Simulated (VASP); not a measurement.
ClCs, in a box:

```
Cl Cs
1.0
     9.00000    0.00000    0.00000
     0.00000    9.00000    0.00000
     0.00000    0.00000   12.00000
Cl Cs
1 1
Direct
  0.50144 0.50233 0.38174
  0.50144 0.50233 0.62393
```

Base run:

```yaml
Program: VASP 6.6.1
Functional: PBE
Potentials_or_basis: VASP PAW PBE potentials, release 64 (Cl, Cs_sv)
Cutoff: 520 eV
k_mesh: 1 × 1 × 1
Occupations: gaussian, width 0.01 eV
Spin: no spin polarisation
```

Its results: gap between the frontier levels 3.19 eV; largest force 0.053 eV/Å.

**Question.** After a change of settings the same cell gave: gap between the frontier levels 3.36 eV; largest force 0.087 eV/Å. Which change was it?
A. further incar settings from ALGO = Fast; EDIFF = 1e-07 to ALGO = Fast; EDIFF = 1e-06; dispersion from none to TS
B. functional from PBE to TPSS; further incar settings from ALGO = Fast; EDIFF = 1e-07 to ALGO = Normal; EDIFF = 1e-07
C. further incar settings from ALGO = Fast; EDIFF = 1e-07 to ALGO = Normal; EDIFF = 1e-07; NBANDS = 15

**Answer.** B.

Caveats: spin-orbit coupling is left out, which moves the levels of the heavy elements; the PAW data sets were made with another functional, which shifts forces and pressure a little (some runs).
